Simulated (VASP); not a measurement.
VASP input:

KPOINTS:
```
K-points
0
gamma
  1 1 1
```

POSCAR:
```
Rb
1
   -2.8815000000     2.8815000000     2.8815000000
    2.8815000000    -2.8815000000     2.8815000000
    2.8815000000     2.8815000000    -2.8815000000
Rb
1
Direct
  0.0000000000   0.0000000000   0.0000000000
```

### INCAR
```
ALGO  =  Normal
EDIFF  =  1E-6
ENCUT  =  400
GGA  =  PE
ISIF  =  2
ISMEAR  =  0
LASPH  =  .TRUE.
LCHARG  =  .FALSE.
LMAXMIX  =  4
LREAL  =  .FALSE.
LWAVE  =  .FALSE.
NELM  =  100
PREC  =  Accurate
SIGMA  =  0.05
SYSTEM  =  Rb
```

POTCAR, in this order: Rb_sv (PBE.64 set). Program: vasp_std.

Problem. Translate this PBE calculation to Ansatz.

Solution. One equivalent input (not run):
Ansatz 0.2 input:
```yaml
crystal:
  lattice:
    - [-2.8815000, 2.8815000, 2.8815000]
    - [2.8815000, -2.8815000, 2.8815000]
    - [2.8815000, 2.8815000, -2.8815000]
  atoms:
    - { symbol: Rb, position: [0.0000000, 0.0000000, 0.0000000] }
kpoints:
  mp_grid: { grid: [1, 1, 1] }
hamiltonian:
  xc: pbe
  pseudopotentials: { kind: paw }
scf:
  occupations: { method: gaussian, width: 0.05 }
  max_iter: 100
output: { forces: true, stress: true, eigenvalues: true }
```
The two are equivalent in intent, not identical: each code has its own PAW files, so the cut-off isn't converted (ENCUT is set for VASP's; basis.ecutwfc is left out, and Ansatz then takes the one that its files recommend); Ansatz stops its SCF on the density residual and VASP on the energy change (EDIFF).

The compound is Rb in the bcc structure. The cell was not relaxed at this level. The k-mesh is coarse (spacing up to 1.54 per Å, 2π included), so the numbers may not be converged in it.
